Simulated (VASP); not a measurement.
Computed with PBE GGA, VASP's PBE PAW potentials (set 64) (plane waves; VASP 6.6.1).

A VASP calculation is set up with these files.

File POSCAR:
```
Be
1
    1.1334189496    -1.9631390376     0.0000000000
    1.1334189496     1.9631390376    -0.0000000000
    0.0000000000     0.0000000000     3.5577125486
Be
2
Direct
  0.3333330000   0.6666670000   0.2500000000
  0.6666670000   0.3333330000   0.7500000000
```

INCAR:
```
SYSTEM = Be
PREC = Accurate; ENCUT = 480; LREAL = F
LASPH = T
EDIFF = 1E-6; NELM = 100; ALGO = Normal
ISMEAR = 1; SIGMA = 0.1
GGA = PE
IBRION = 2; NSW = 60; ISIF = 3
EDIFFG = -0.01
LWAVE = F; LCHARG = F
```

File KPOINTS:
```
Automatic
0
gamma
 17 17 9
```

POTCAR, in this order: Be (PBE.64 set). Program: vasp_std.

Output

**OSZICAR**
```
       N       E                     dE             d eps       ncg     rms          rms(c)
DAV:   1    -0.304665543875E+01   -0.30467E+01   -0.17219E+03  2010   0.512E+02
DAV:   2    -0.756124204730E+01   -0.45146E+01   -0.43356E+01  3096   0.595E+01
DAV:   3    -0.759373446634E+01   -0.32492E-01   -0.32472E-01  2592   0.444E+00
DAV:   4    -0.759378246777E+01   -0.48001E-04   -0.48002E-04  2946   0.138E-01
DAV:   5    -0.759378256022E+01   -0.92444E-07   -0.91813E-07  2538   0.268E-03    0.122E+00
DAV:   6    -0.754768360971E+01    0.46099E-01   -0.61622E-03  2328   0.116E+00    0.746E-01
DAV:   7    -0.752926289971E+01    0.18421E-01   -0.68034E-03  2310   0.121E+00    0.275E-02
DAV:   8    -0.752924093506E+01    0.21965E-04   -0.13675E-05  2916   0.449E-02    0.942E-03
DAV:   9    -0.752923989970E+01    0.10354E-05   -0.27612E-06  2508   0.208E-02    0.953E-04
DAV:  10    -0.752923974657E+01    0.15314E-06   -0.52849E-09  1614   0.827E-04
   1 F= -.75292397E+01 E0= -.75293175E+01  d E =-.752924E+01
```

File OUTCAR:
```
------------------------ aborting loop because EDIFF is reached ----------------------------------------
  FORCE on cell =-STRESS in cart. coord.  units (eV):
  Direction    XX          YY          ZZ          XY          YZ          ZX
  --------------------------------------------------------------------------------------
  Total        0.0127900      0.0127900     -0.0012757      0.0000000      0.0000000      0.0000000
  in kB        1.2943134      1.2943131     -0.1291020      0.0000000      0.0000000      0.0000000
  external PRESSURE =       0.8198415 kB  Pullay stress =       0.0000000 kB
  volume of cell :       15.83
      direct lattice vectors                 reciprocal lattice vectors
     1.133418950 -1.963139038  0.000000000     0.441143145 -0.254694135  0.000000000
     1.133418950  1.963139038  0.000000000     0.441143145  0.254694135  0.000000000
     0.000000000  0.000000000  3.557712549     0.000000000  0.000000000  0.281079482
 POSITION                                       TOTAL-FORCE (eV/Angst)
 -----------------------------------------------------------------------------------
      1.13342      0.65438      0.88943        -0.000000     -0.000000      0.000000
      1.13342     -0.65438      2.66828         0.000000      0.000000      0.000000
 -----------------------------------------------------------------------------------
    total drift:                                0.000000     -0.000003      0.000005
  FREE ENERGIE OF THE ION-ELECTRON SYSTEM (eV)
  ---------------------------------------------------
  free  energy   TOTEN  =        -7.5292397466 eV

  energy  without entropy=       -7.5294731303  energy(sigma->0) =       -7.52931754

 reached required accuracy - stopping structural energy minimisation
```
(Selected blocks of OUTCAR.)

The compound is Be in the hcp structure. It was relaxed first. The start is the result of an earlier pass.
